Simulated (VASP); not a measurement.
```
CELL_PARAMETERS angstrom
      1.71307    -2.96713     0.00000
      1.71307     2.96713     0.00000
      0.00000     0.00000     5.43290
ATOMIC_POSITIONS crystal
  Lu 0.33333 0.66667 0.25000
  Lu 0.66667 0.33333 0.75000
```

Computed with PBE GGA, VASP's PBE PAW potentials (set 64) (plane waves; VASP 6.6.1). Run with 300 eV cut-off, 10×10×6 Γ-centred mesh, Fermi-Dirac smearing of 0.10 eV, potentials Lu_3.

At this cut-off the stress carries a Pulay error, which pulls relaxed volumes low. Energy and stress use the plane-wave basis of the starting cell.

The ions, cell shape and volume are relaxed. What does this cell relax into?

```
CELL_PARAMETERS angstrom
      1.75927    -3.04715     0.00000
      1.75927     3.04715     0.00000
      0.00000     0.00000     5.49574
ATOMIC_POSITIONS crystal
  Lu 0.33333 0.66667 0.25000
  Lu 0.66667 0.33333 0.75000
```
Space group P6_3/mmc (194), at a tolerance of 0.03 Å.

How do energy and volume change from the first to the last step?

The energy (σ→0) changes by -18.6 meV/atom and the volume by +6.7 %, in 11 ionic steps.

The structure is a typed Lu crystal (P6_3/mmc). This run relaxes it. Symmetry was kept, so distortions that lower it aren't found. The run is one of a series of settings (EDIFFG = -0.01, IBRION = 2, ISIF = 3, NSW = 50 against the base run), some of them coarse on purpose.
